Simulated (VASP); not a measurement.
A VASP calculation is set up with these files.

**POSCAR**
```
Hf2Hg
1
   -1.6510540000     1.6510540000     5.7528220000
    1.6510540000    -1.6510540000     5.7528220000
    1.6510540000     1.6510540000    -5.7528220000
Hf Hg
2 1
Direct
  0.6697410000   0.6767590000   0.0093560000
  0.3305180000   0.3406990000   0.0048910000
 -0.0002590000  -0.0174580000  -0.0142470000
```

**INCAR**
```
NELM = 100   ! most electronic steps
ALGO = Normal   ! blocked Davidson
ISMEAR = 0
LWAVE = .False.
LASPH = .True.   ! aspherical one-centre terms
ENCUT = 300
LMAXMIX = 6
ISIF = 2   ! forces and stress, cell fixed
EDIFF = 1E-6   ! SCF stop (eV)
LCHARG = .False.
LREAL = .False.
SIGMA = 0.05   ! width (eV)
SYSTEM = Hf2Hg
PREC = Accurate
```

**KPOINTS**
```
Automatic mesh
0
Gamma
10 10 10
0 0 0
```

POTCAR, in this order: Hf_pv Hg (LDA.64 set). Program: vasp_std.

### Question
Write an equivalent input for Quantum ESPRESSO's pw.x.

### Answer
One equivalent input (not run):
```
&CONTROL
  calculation = 'scf'
  pseudo_dir = './pseudo'
  outdir = './out'
  tprnfor = .true.
  tstress = .true.
/
&SYSTEM
  ibrav = 0
  nat = 3
  ntyp = 2
  ecutwfc = 60
  occupations = 'smearing'
  smearing = 'gaussian'
  degauss = 0.003675
  input_dft = 'pz'
/
&ELECTRONS
  conv_thr = 7.3e-08
  electron_maxstep = 100
/
ATOMIC_SPECIES
  Hf 178.490 Hf.upf
  Hg 200.592 Hg.upf
CELL_PARAMETERS angstrom
    -1.6510540    1.6510540    5.7528220
     1.6510540   -1.6510540    5.7528220
     1.6510540    1.6510540   -5.7528220
ATOMIC_POSITIONS crystal
  Hf   0.6697410  0.6767590  0.0093560
  Hf   0.3305180  0.3406990  0.0048910
  Hg  -0.0002590 -0.0174580 -0.0142470
K_POINTS automatic
  10 10 10 0 0 0
```
What does not carry over: the potentials are each code's own (VASP's PAW set, PseudoDojo norm-conserving files in pw.x), so ENCUT and ecutwfc are chosen apart and not converted; conv_thr bounds pw.x's estimated SCF error, while EDIFF bounds the energy change between steps.

The structure comes from a computed database's Hf2Hg entry; how it stands against other phases isn't given here. The cell was not relaxed at this level, atoms are displaced from their ideal sites.
